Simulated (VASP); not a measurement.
Calculation: PBE GGA, VASP's PBE PAW potentials (set 64) (plane waves; VASP 6.6.1).

VASP input:

**POSCAR**
```
MgS
1
    0.0000000000     2.6520000000     2.6520000000
    2.6520000000     0.0000000000     2.6520000000
    2.6520000000     2.6520000000     0.0000000000
Mg S
1 1
Direct
  0.0000000000   0.0000000000   0.0000000000
  0.5000000000   0.5000000000   0.5000000000
```

### KPOINTS
```
K-points
0
gamma
  8 8 8
0 0 0
```

**INCAR**
```
ALGO = Normal
EDIFF = 1E-6
ENCUT = 400
GGA = PE
ISIF = 2
ISMEAR = 0
LASPH = .TRUE.
LCHARG = .FALSE.
LREAL = .FALSE.
LWAVE = .FALSE.
NBANDS = 6
NELM = 100
PREC = Accurate
SIGMA = 0.05
SYSTEM = MgS
```

POTCAR, in this order: Mg S (PBE.64 set). Program: vasp_std.

The run wrote:

File OSZICAR:
```
       N       E                     dE             d eps       ncg     rms          rms(c)
DAV:   1     0.258924477000E+02    0.25892E+02   -0.32104E+03   366   0.879E+02
DAV:   2    -0.743864899616E+01   -0.33331E+02   -0.32308E+02   492   0.136E+02
DAV:   3    -0.890534220075E+01   -0.14667E+01   -0.14667E+01   402   0.381E+01
DAV:   4    -0.891686186701E+01   -0.11520E-01   -0.11520E-01   546   0.374E+00
DAV:   5    -0.891688887887E+01   -0.27012E-04   -0.27012E-04   438   0.143E-01    0.417E+00
DAV:   6    -0.852842929797E+01    0.38846E+00   -0.10449E+00   348   0.659E+00    0.336E+00
DAV:   7    -0.848642532642E+01    0.42004E-01   -0.22819E-01   396   0.323E+00    0.216E+00
DAV:   8    -0.848594006463E+01    0.48526E-03   -0.12279E-02   378   0.126E+00    0.591E-01
DAV:   9    -0.848584862743E+01    0.91437E-04   -0.30229E-04   474   0.177E-01    0.225E-01
DAV:  10    -0.848590012904E+01   -0.51502E-04   -0.12450E-04   384   0.114E-01    0.758E-03
DAV:  11    -0.848590039801E+01   -0.26897E-06   -0.74520E-06   510   0.213E-02
   1 F= -.84859004E+01 E0= -.84859004E+01  d E =-.754209E-11
```

**OUTCAR**
```
------------------------ aborting loop because EDIFF is reached ----------------------------------------
  FORCE on cell =-STRESS in cart. coord.  units (eV):
  Direction    XX          YY          ZZ          XY          YZ          ZX
  --------------------------------------------------------------------------------------
  Total       -0.7285207     -0.7285207     -0.7285207      0.0000000      0.0000000     -0.0000000
  in kB      -31.2897384    -31.2897384    -31.2897384      0.0000000      0.0000000     -0.0000000
  external PRESSURE =     -31.2897384 kB  Pullay stress =       0.0000000 kB
  volume of cell :       37.30
      direct lattice vectors                 reciprocal lattice vectors
     0.000000000  2.652000000  2.652000000    -0.188536953  0.188536953  0.188536953
     2.652000000  0.000000000  2.652000000     0.188536953 -0.188536953  0.188536953
     2.652000000  2.652000000  0.000000000     0.188536953  0.188536953 -0.188536953
 POSITION                                       TOTAL-FORCE (eV/Angst)
 -----------------------------------------------------------------------------------
      0.00000      0.00000      0.00000         0.000000     -0.000000     -0.000000
      2.65200      2.65200      2.65200        -0.000000      0.000000      0.000000
 -----------------------------------------------------------------------------------
    total drift:                               -0.000000     -0.000000      0.000000
  FREE ENERGIE OF THE ION-ELECTRON SYSTEM (eV)
  ---------------------------------------------------
  free  energy   TOTEN  =        -8.4859003980 eV

  energy  without entropy=       -8.4859003980  energy(sigma->0) =       -8.48590040
```
(Selected blocks of OUTCAR.)

The compound is MgS in the rock salt structure. The cell was not relaxed at this level. The run is one of a series of settings (NBANDS = 6 against the base run), some of them coarse on purpose.
